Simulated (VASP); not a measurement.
Given:

```yaml
crystal:
  lattice:
    - [0.00000, 2.12024, 2.12024]
    - [2.12024, 0.00000, 2.12024]
    - [2.12024, 2.12024, 0.00000]
  atoms:
    - { symbol: Si, position: [0.00000, 0.00000, 0.00000] }
    - { symbol: C, position: [0.25000, 0.25000, 0.25000] }
```

Calculation: PBE GGA, VASP's PBE PAW potentials (set 64) (plane waves; VASP). Run with PREC = Normal, 500 eV cut-off, 6×6×6 Γ-centred mesh, Gaussian smearing of 0.010 eV, potentials Si_GW C_GW_new.

Question: What does the run give for the energy per atom (σ→0), pressure, band gap (on the k-mesh) with the smallest direct gap where there is one?

Answer: 
```
Item                                          Value
-----------------------------------  --------------
band gap (on the k-mesh)                    1.27 eV
smallest direct gap (on the k-mesh)         4.61 eV
energy per atom (σ→0)                -7.447 eV/atom
pressure                                  25.25 GPa
```

The absolute energy has meaning only against runs of the same code, potentials and settings.

The compound is SiC in the zinc blende structure. This cell is one point of a volume scan, at 0.92 of the reference volume. The k-mesh is coarse (spacing up to 0.43 per Å, 2π included), so the numbers may not be converged in it.
